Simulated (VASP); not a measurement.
Level of theory: PBE GGA, VASP's PBE PAW potentials (set 64) (plane waves; VASP).

The input files of a VASP run:

**INCAR**
```
# general
SYSTEM=KCl
PREC  =Accurate
ENCUT =400
LREAL =.False.   # projection in real space or not
LASPH =.True.   # aspherical one-centre terms

# electronic loop
EDIFF =1E-6   # SCF stop (eV)
NELM  =100   # most electronic steps
ALGO  =Normal   # blocked Davidson

# smearing
ISMEAR=0   # Gaussian
SIGMA =0.05   # width (eV)

# functional
GGA   =PE   # PBE

# spin
ISPIN =2
MAGMOM=2*1.0

# ions
ISIF  =2

# output
LWAVE =.False.
LCHARG=.False.
```

### KPOINTS
```
Automatic mesh
0
Gamma
6 6 6
0 0 0
```

File POSCAR:
```
KCl
1
    0.0000000000     3.1450000000     3.1450000000
    3.1450000000     0.0000000000     3.1450000000
    3.1450000000     3.1450000000     0.0000000000
K Cl
1 1
Direct
  0.0000000000   0.0000000000   0.0000000000
  0.5000000000   0.5000000000   0.5000000000
```

POTCAR, in this order: K_sv Cl (PBE.64 set). Program: vasp_std.

The resulting files:

OUTCAR:
```
 ion  position               nearest neighbor table
   1  0.000  0.000  0.000-   2 3.15   2 3.15   2 3.15   2 3.15   2 3.15   2 3.15
   2  0.500  0.500  0.500-   1 3.15   1 3.15   1 3.15   1 3.15   1 3.15   1 3.15
  LATTYP: Found a face centered cubic cell.
 ALAT       =     6.2900000000
 Subroutine PRICEL returns:
 Original cell was already a primitive cell.
 Subroutine GETGRP returns: Found 48 space group operations
The static configuration has the point symmetry O_h .
The dynamic configuration has the point symmetry O_h .
The overall configuration has the point symmetry O_h .
 Subroutine INISYM returns: Found 48 space group operations
 Subroutine IBZKPT returns following result:
 Found     16 irreducible k-points:

 Following reciprocal coordinates:
            Coordinates               Weight
  0.000000  0.000000  0.000000      1.000000
  0.166667  0.000000  0.000000      8.000000
  0.333333  0.000000  0.000000      8.000000
  0.500000  0.000000  0.000000      4.000000
  0.166667  0.166667  0.000000      6.000000
  0.333333  0.166667  0.000000     24.000000
  0.500000  0.166667  0.000000     24.000000
 -0.333333  0.166667  0.000000     24.000000
 -0.166667  0.166667  0.000000     12.000000
  0.333333  0.333333  0.000000      6.000000
  0.500000  0.333333  0.000000     24.000000
 -0.333333  0.333333  0.000000     12.000000
  0.500000  0.500000  0.000000      3.000000
  0.500000  0.333333  0.166667     24.000000
 -0.333333  0.333333  0.166667     24.000000
 -0.333333  0.500000  0.166667     12.000000
   k-points           NKPTS =     16   k-points in BZ     NKDIM =     16   number of bands    NBANDS=     13
   number of dos      NEDOS =    301   number of ions     NIONS =      2
   total plane-waves  NPLWV =  27000
   dimension x,y,z NGX =    30 NGY =   30 NGZ =   30
   dimension x,y,z NGXF=    60 NGYF=   60 NGZF=   60
   ions per type =               1   1
   PREC   = accura    normal or accurate (medium, high low for compatibility)
...
```

OSZICAR:
```
       N       E                     dE             d eps       ncg     rms          rms(c)
DAV:   1     0.917376060574E+02    0.91738E+02   -0.64032E+03   832   0.902E+02
DAV:   2    -0.949836791262E+00   -0.92687E+02   -0.85714E+02  1048   0.237E+02
DAV:   3    -0.644910355943E+01   -0.54993E+01   -0.54723E+01  1077   0.540E+01
DAV:   4    -0.664831931914E+01   -0.19922E+00   -0.19908E+00  1429   0.925E+00
DAV:   5    -0.664947981585E+01   -0.11605E-02   -0.11605E-02  1097   0.737E-01    0.639E+00
DAV:   6    -0.676783224324E+01   -0.11835E+00   -0.67351E-01  1017   0.497E+00    0.313E+00
DAV:   7    -0.678167181582E+01   -0.13840E-01   -0.14040E-01   906   0.257E+00    0.209E+00
DAV:   8    -0.679478888499E+01   -0.13117E-01   -0.30177E-02  1127   0.124E+00    0.114E+00
DAV:   9    -0.680039940956E+01   -0.56105E-02   -0.48493E-03  1114   0.543E-01    0.423E-01
DAV:  10    -0.680248522245E+01   -0.20858E-02   -0.15276E-03   927   0.331E-01    0.110E-01
DAV:  11    -0.680292955838E+01   -0.44434E-03   -0.25143E-04   987   0.137E-01    0.672E-02
DAV:  12    -0.680313782580E+01   -0.20827E-03   -0.19098E-04   867   0.106E-01    0.236E-02
DAV:  13    -0.680314502077E+01   -0.71950E-05   -0.79168E-06  1067   0.230E-02    0.379E-03
DAV:  14    -0.680314654611E+01   -0.15253E-05   -0.12269E-06   915   0.916E-03    0.195E-03
DAV:  15    -0.680314731982E+01   -0.77371E-06   -0.11595E-06   860   0.815E-03
   1 F= -.68031473E+01 E0= -.68031473E+01  d E =-.443661E-22  mag=     0.0000
```

OUTCAR:
```
------------------------ aborting loop because EDIFF is reached ----------------------------------------
  FORCE on cell =-STRESS in cart. coord.  units (eV):
  Direction    XX          YY          ZZ          XY          YZ          ZX
  --------------------------------------------------------------------------------------
  Total        0.3169004      0.3169004      0.3169004      0.0000000      0.0000000      0.0000000
  in kB        8.1609621      8.1609621      8.1609621      0.0000000      0.0000000      0.0000000
  external PRESSURE =       8.1609621 kB  Pullay stress =       0.0000000 kB
  volume of cell :       62.21
      direct lattice vectors                 reciprocal lattice vectors
     0.000000000  3.145000000  3.145000000    -0.158982512  0.158982512  0.158982512
     3.145000000  0.000000000  3.145000000     0.158982512 -0.158982512  0.158982512
     3.145000000  3.145000000  0.000000000     0.158982512  0.158982512 -0.158982512
  FREE ENERGIE OF THE ION-ELECTRON SYSTEM (eV)
  ---------------------------------------------------
  free  energy   TOTEN  =        -6.8031473198 eV

  energy  without entropy=       -6.8031473198  energy(sigma->0) =       -6.80314732
```
(Selected blocks of OUTCAR.)

The moments were started parallel, and other spin orders were not tried in this run.

The compound is KCl in the rock salt structure. The cell was not relaxed at this level.
